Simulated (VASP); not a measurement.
Input:

```xyz
2
Lattice="1.1450 -1.9832 0.0000 1.1450 1.9832 0.0000 0.0000 0.0000 3.5800" Properties=species:S:1:pos:R:3 pbc="T T T"
Be     1.1450     0.6611     0.8950
Be     1.1450    -0.6611     2.6850
```

The numbers are results of PBE GGA, VASP's PBE PAW potentials (set 64) (plane waves; VASP), not measurements. Numerical set-up: 300 eV cut-off, 11×11×6 Γ-centred mesh, Fermi-Dirac smearing of 0.10 eV, potentials Be.

At this cut-off the stress carries a Pulay error, which pulls relaxed volumes low. Energy and stress use the plane-wave basis of the starting cell.

### Question
The ions, cell shape and volume are relaxed. What does this cell relax into?

### Answer

```xyz
2
Lattice="1.1318 -1.9603 0.0000 1.1318 1.9603 0.0000 0.0000 0.0000 3.5685" Properties=species:S:1:pos:R:3 pbc="T T T"
Be     1.1318     0.6534     0.8921
Be     1.1318    -0.6534     2.6764
```
Space group P6_3/mmc (194), at a tolerance of 0.03 Å.

### Question
How do energy and volume change from the first to the last step?

### Answer
The energy (σ→0) changes by -2.3 meV/atom and the volume by -2.6 %, in 5 ionic steps.

```csv
step,E(σ→0) (eV),max force (eV/Å),pressure (GPa),volume (Å³)
1,-7.5093,0.000,-2.97,16.26
2,-7.5138,0.000,-0.48,15.91
3,-7.5139,0.000,0.07,15.83
4,-7.5139,0.000,0.13,15.83
5,-7.5139,0.000,0.05,15.83
```

The structure is a typed Be crystal (P6_3/mmc). This run relaxes it. Symmetry was kept, so distortions that lower it aren't found. The run is one of a series of settings (EDIFFG = -0.01, IBRION = 2, ISIF = 3, NSW = 50 against the base run), some of them coarse on purpose.
